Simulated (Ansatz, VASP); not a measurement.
# SnPHO4 (SnPHO4 (P2_1/c)) in two plane-wave programs, part 3 of 3

Aim: how closely do two programs agree when they are given the same cell, functional and k mesh? Of the first pair: The structure shown is the start of the Ansatz relaxation below; VASP solves that cell, so the two are compared at the walk's first step.

VASP 6.6.1 and Ansatz 0.2.0.

So far. Step 3 (VASP: single point, PBEsol, start cell, pair 1): The run ends at a pressure of -2.89 GPa, with forces up to 0.53 eV/Å.

## (6) VASP: single point, PBEsol, relaxed cell, pair 2

Level of this step: PBEsol; plane waves and PAW (Sn_d, H, P, O) (VASP).

The same cell, functional, mesh and smearing now go to VASP, with its own data sets.

File INCAR:

```
SYSTEM = SnPHO4
PREC = Accurate
ENCUT = 600
EDIFF = 1E-06
NELM = 120
ISMEAR = -1
SIGMA = 0.01
LREAL = .FALSE.
ALGO = Normal
GGA = PS
NBANDS = 108
LORBIT = 11
LWAVE = .FALSE.
LCHARG = .FALSE.
ISIF = 2
LASPH = .TRUE.
GGA_COMPAT = .FALSE.
EFERMI = MIDGAP
KPAR = 4
```

File POSCAR:

```
SnPHO4
1.0
    4.6320751376      0.0000000000     -0.0235247067
    0.0000000000     13.7945132438      0.0000000000
   -0.9079093333      0.0000000000      5.7166213197
Sn H P O
4 4 4 16
Direct
    0.0214298154      0.6605128822      0.5637278718
    0.9785701846      0.1605128822      0.9362721282
    0.9785701846      0.3394871178      0.4362721282
    0.0214298154      0.8394871178      0.0637278718
    0.4060418974      0.9892763896      0.6922872550
    0.5939581026      0.4892763896      0.8077127450
    0.5939581026      0.0107236104      0.3077127450
    0.4060418974      0.5107236104      0.1922872550
    0.5322516631      0.6512663143      0.0376914919
    0.4677483369      0.1512663143      0.4623085081
    0.4677483369      0.3487336857      0.9623085081
    0.5322516631      0.8487336857      0.5376914919
    0.2708435980      0.7163452175      0.9260216721
    0.7291564020      0.2163452175      0.5739783279
    0.7291564020      0.2836547825      0.0739783279
    0.2708435980      0.7836547825      0.4260216721
    0.4354000600      0.5853325937      0.2326870682
    0.5645999400      0.0853325937      0.2673129318
    0.5645999400      0.4146674063      0.7673129318
    0.4354000600      0.9146674063      0.7326870682
    0.6334885693      0.5908782068      0.8450374366
    0.3665114307      0.0908782068      0.6549625634
    0.3665114307      0.4091217932      0.1549625634
    0.6334885693      0.9091217932      0.3450374366
    0.7750510389      0.7165866952      0.1731823271
    0.2249489611      0.2165866952      0.3268176729
    0.2249489611      0.2834133048      0.8268176729
    0.7750510389      0.7834133048      0.6731823271
```

File KPOINTS:

```
Automatic mesh
0
Gamma
6 2 5
0 0 0
```

The projector-augmented-wave data sets are Sn_d, H, P and O (PBE family, release 64).

On the command line:

```
mpirun -np 4 vasp_std
```

Numbers of over 12 decimals in the logs are rounded to 6 here.

The log of the run:

```text
[banner, memory and clock lines left out]
running    4 mpi-ranks, on    1 nodes
[...]
[... a notice as in an earlier step ...]

 [... a notice as in an earlier step ...]

 LDA part: xc-table for (Slater+PW92), standard interpolation
 POSCAR, INCAR and KPOINTS ok, starting setup
[...]
entering main loop
       N       E                     dE             d eps       ncg     rms          rms(c)
DAV:   1     0.293446264706E+04    0.29345E+04   -0.82542E+04  7456   0.220E+03
DAV:   2     0.429181576034E+03   -0.25053E+04   -0.23785E+04  7784   0.676E+02
DAV:   3    -0.152382453270E+03   -0.58156E+03   -0.55569E+03  7764   0.268E+02
DAV:   4    -0.205245017634E+03   -0.52863E+02   -0.52004E+02  8112   0.887E+01
[...]
DAV:  15    -0.187126596190E+03   -0.12859E-04   -0.13248E-05  7328   0.138E-02    0.370E-03
DAV:  16    -0.187126598749E+03   -0.25584E-05   -0.28664E-06  6272   0.607E-03    0.247E-03
DAV:  17    -0.187126599034E+03   -0.28495E-06   -0.52499E-07  4968   0.390E-03
   1 F= -.18712660E+03 E0= -.18712660E+03  d E =0.000000E+00
```

Parts of OUTCAR (step 6):

```text
  Total       -0.4412459     -0.1547089     -0.5175482      0.0000000      0.0000000      0.0580878
  in kB       -1.9369583     -0.6791332     -2.2719062      0.0000000      0.0000000      0.2549908
  external PRESSURE =      -1.6293326 kB  Pullay stress =       0.0000000 kB

 POSITION                                       TOTAL-FORCE (eV/Angst)
 -----------------------------------------------------------------------------------
     -0.41255      9.11145      3.22211         0.001551     -0.050211     -0.014809
      3.68276      2.21420      5.32929        -0.001551     -0.050211      0.014809
      4.13672      4.68306      2.47098        -0.001551      0.050211      0.014809
      0.04141     11.58032      0.36380         0.001551      0.050211     -0.014809
      1.25228     13.64659      3.94799        -0.028094      0.097254      0.021296
      2.01793      6.74933      4.60342         0.028094      0.097254     -0.021296
      2.47188      0.14793      1.74510         0.028094     -0.097254     -0.021296
      1.70624      7.04518      1.08968        -0.028094     -0.097254      0.021296
      2.43121      8.98390      0.20295        -0.014523      0.029952      0.032704
      1.74691      2.08665      2.63184         0.014523      0.029952     -0.032704
      1.29296      4.81061      5.49015         0.014523     -0.029952     -0.032704
      1.97725     11.70787      3.06126        -0.014523     -0.029952      0.032704
      0.41382      9.88163      5.28734         0.008188     -0.002417      0.010880
      2.85639      2.98438      3.26406        -0.008188     -0.002417     -0.010880
[...]
-----------------------------------------------------------------------------------
    total drift:                               -0.000000      0.000000      0.000000

  FREE ENERGIE OF THE ION-ELECTRON SYSTEM (eV)
  ---------------------------------------------------
  free  energy   TOTEN  =      -187.1265990338 eV

  energy  without entropy=     -187.1265990338  energy(sigma->0) =     -187.12659903

[... 1 part as in an earlier step ...]

[... 2 further parts left out ...]
[key lines of the parts left out:]
E-fermi :   4.6040
```

The run ends at a pressure of -0.16 GPa, with forces up to 0.10 eV/Å.

## (7) Comparison

What differs besides the data sets and the points named for the pairs above, as far as they apply: the cutoff is 420 eV in Ansatz and 600 eV in VASP; Ansatz's pressure holds a Pulay correction, VASP's none. Total energies have different zeros and are not compared.

Compared:

```tsv
quantity	Ansatz	VASP	difference
pressure (GPa)	0.00	-0.16	+0.16
gap on the k mesh (eV)	3.259	3.247	+0.012
```

Forces on 7 of the 28 atoms, those with the largest forces and the largest differences (eV/Å; atoms numbered as in POSCAR):

```tsv
atom	Ansatz x, y, z	VASP x, y, z
H5	0.000, 0.005, -0.001	-0.028, 0.097, 0.021
H6	0.000, 0.005, 0.001	0.028, 0.097, -0.021
H7	0.000, -0.005, 0.001	0.028, -0.097, -0.021
H8	0.000, -0.005, -0.001	-0.028, -0.097, 0.021
O18	0.000, 0.002, -0.001	-0.015, 0.047, 0.024
O19	0.000, -0.002, -0.001	-0.015, -0.047, 0.024
O20	0.000, -0.002, 0.001	0.015, -0.047, -0.024
```

The forces differ by 31 meV/Å r.m.s., where the r.m.s. force is 0.003 eV/Å in Ansatz and 0.032 eV/Å in VASP: the atoms lie near their places of rest in Ansatz, so a percentage would say little (all taken over all components). A gap on the mesh is an upper bound, since the band edges may lie between its points.

## (8) Outcome

```json
{
  "r.m.s. force difference (single point, PBEsol, start cell, pair 1)": "34 meV/Å",
  "r.m.s. force difference (single point, PBEsol, relaxed cell, pair 2)": "31 meV/Å"
}
```

The r.m.s. force difference is 34 meV/Å (single point, PBEsol, start cell, pair 1), beyond the 12 meV/Å picked in this series as the mark of a large difference. What causes the difference of the single point, PBEsol, start cell, pair 1 pair stays open here. What causes the difference of the single point, PBEsol, relaxed cell, pair 2 pair stays open here. How closely two codes agree says nothing of how well the functional describes the real material.

[Lines on the potential files, build, host, timing and source positions are cut from VASP's logs without a mark.]

[Logs are printed without paths, hosts, clocks, repeated set-up lines and the standing remarks that a program may print on its own settings, such as how far it seeks lower states.]

[Hosts, paths, dates, database ids (printed as entryN), source tags and the programs' standing remarks are cut or masked in the printed files.]
